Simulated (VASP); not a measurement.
Level of theory: PBEsol GGA, VASP's PBE PAW potentials (set 64) (plane waves; VASP 6.6.1).

VASP input:

INCAR:
```
SYSTEM = TiC
PREC = Accurate; ENCUT = 400; LREAL = .FALSE.
LASPH = .TRUE.
EDIFF = 1E-6; NELM = 100; ALGO = Normal
LMAXMIX = 4
ISMEAR = -1; SIGMA = 0.1
GGA = PS
ISIF = 2
LWAVE = .FALSE.; LCHARG = .FALSE.
```

**KPOINTS**
```
Automatic mesh
0
Gamma
9 9 9
0 0 0
```

POSCAR:
```
TiC
1.0
  0.0000000000   2.1217000000   2.1217000000
  2.1217000000   0.0000000000   2.1217000000
  2.1217000000   2.1217000000   0.0000000000
Ti C
1 1
Direct
  0.0000000000   0.0000000000   0.0000000000
  0.5000000000   0.5000000000   0.5000000000
```

POTCAR, in this order: Ti_sv C (PBE.64 set). Program: vasp_std.

The run wrote:

### OSZICAR
```
       N       E                     dE             d eps       ncg     rms          rms(c)
DAV:   1     0.985273441791E+02    0.98527E+02   -0.73154E+03   840   0.136E+03
DAV:   2    -0.168465250077E+02   -0.11537E+03   -0.11066E+03   876   0.348E+02
DAV:   3    -0.246823142785E+02   -0.78358E+01   -0.75908E+01  1092   0.883E+01
DAV:   4    -0.250012026590E+02   -0.31889E+00   -0.31844E+00  1068   0.171E+01
DAV:   5    -0.250164247422E+02   -0.15222E-01   -0.15222E-01  1132   0.316E+00    0.204E+01
DAV:   6    -0.202402326409E+02    0.47762E+01   -0.27515E+01   968   0.699E+01    0.656E+00
DAV:   7    -0.198072634071E+02    0.43297E+00   -0.34682E+00   960   0.250E+01    0.548E+00
DAV:   8    -0.197774490493E+02    0.29814E-01   -0.24260E-01   892   0.722E+00    0.145E+00
DAV:   9    -0.197829129775E+02   -0.54639E-02   -0.37449E-02  1036   0.176E+00    0.915E-01
DAV:  10    -0.197788551394E+02    0.40578E-02   -0.16893E-02   936   0.210E+00    0.227E-01
DAV:  11    -0.197787426532E+02    0.11249E-03   -0.87018E-04   976   0.308E-01    0.459E-02
DAV:  12    -0.197787014162E+02    0.41237E-04   -0.10108E-04   896   0.159E-01    0.111E-02
DAV:  13    -0.197786996231E+02    0.17931E-05   -0.67053E-06  1116   0.372E-02    0.311E-03
DAV:  14    -0.197786997225E+02   -0.99421E-07   -0.16906E-07   456   0.559E-03
   1 F= -.19778700E+02 E0= -.19773576E+02  d E =-.102466E-01
```

**OUTCAR**
```
------------------------ aborting loop because EDIFF is reached ----------------------------------------
  FORCE on cell =-STRESS in cart. coord.  units (eV):
  Direction    XX          YY          ZZ          XY          YZ          ZX
  --------------------------------------------------------------------------------------
  Total        1.0025917      1.0025917      1.0025917      0.0000000      0.0000000     -0.0000000
  in kB       84.0916315     84.0916315     84.0916315      0.0000000      0.0000000     -0.0000000
  external PRESSURE =      84.0916315 kB  Pullay stress =       0.0000000 kB
  volume of cell :       19.10
      direct lattice vectors                 reciprocal lattice vectors
     0.000000000  2.121700000  2.121700000    -0.235660084  0.235660084  0.235660084
     2.121700000  0.000000000  2.121700000     0.235660084 -0.235660084  0.235660084
     2.121700000  2.121700000  0.000000000     0.235660084  0.235660084 -0.235660084
 POSITION                                       TOTAL-FORCE (eV/Angst)
 -----------------------------------------------------------------------------------
      0.00000      0.00000      0.00000        -0.000000     -0.000000     -0.000000
      2.12170      2.12170      2.12170         0.000000      0.000000      0.000000
 -----------------------------------------------------------------------------------
    total drift:                                0.000000     -0.000000     -0.000000
  FREE ENERGIE OF THE ION-ELECTRON SYSTEM (eV)
  ---------------------------------------------------
  free  energy   TOTEN  =       -19.7786997225 eV

  energy  without entropy=      -19.7684531247  energy(sigma->0) =      -19.77357642
```
(Selected blocks of OUTCAR.)

At this cut-off the stress carries a Pulay error, which pulls relaxed volumes low.

The structure is a typed TiC crystal (Fm-3m). The cell was not relaxed at this level, and its volume differs by -5.9 % from the start's.
